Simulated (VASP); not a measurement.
A run of VASP 6.6.1:

POSCAR

```
NaGeSe
1.0
    4.3574295700      0.0000000000      0.0000000000
    0.0000000000      4.3574295700      0.0000000000
    0.0000000000      0.0000000000      7.0194850424
Ge Na Se
2 2 2
Direct
    0.0000000000      0.5000000000      0.6753720819
    0.5000000000      0.0000000000      0.3246279181
    0.0000000000      0.0000000000      0.0000000000
    0.5000000000      0.5000000000      0.0000000000
    0.0000000000      0.5000000000      0.3090418594
    0.5000000000      0.0000000000      0.6909581406
```

INCAR.step1

```
SYSTEM = NaGeSe
  ALGO = Normal
  EDIFF = 1E-4
  ENCUT = 520
  GGA = PE
  ISMEAR = -1
  LASPH = .True.
  LCHARG = .False.
  LREAL = .False.
  LWAVE = .True.
  NBANDS = 36
  NELM = 80
  PREC = Accurate
  SIGMA = 0.1
```

The input INCAR.step2:

```
SYSTEM = NaGeSe
  ALGO = Normal
  EDIFF = 1E-7
  ENCUT = 520
  ISIF = 2
  ISMEAR = -1
  ISTART = 1
  LASPH = .True.
  LCHARG = .False.
  LMIXTAU = .True.
  LREAL = .False.
  LWAVE = .False.
  METAGGA = R2SCAN
  NBANDS = 36
  NELM = 80
  PREC = Accurate
  SIGMA = 0.1
```

The input KPOINTS:

```
k-points
0
Gamma
  4 4 3
  0 0 0
```

Potentials or basis: VASP PAW PBE potentials, release 64 (Ge_d, Na_pv, Se).

Run with:

```console
$ cat potpaw_PBE.64/Ge_d/POTCAR potpaw_PBE.64/Na_pv/POTCAR potpaw_PBE.64/Se/POTCAR > POTCAR
$ cp INCAR.step1 INCAR
$ mpirun -np 1 vasp_std > vasp.out
$ cp INCAR.step2 INCAR
$ mpirun -np 1 vasp_std > vasp.out
```

Hardware: 1 thread of AMD EPYC 7R13 Processor (Zen 3), with other jobs on the host.

**Question.** How long does it take, and how much memory?

**Answer.** Run time: 3.6 min on 1 thread of AMD EPYC 7R13 Processor (Zen 3), with other jobs on the host, peak memory 0.23 GiB. Counts: scf iterations 13, k points 12.
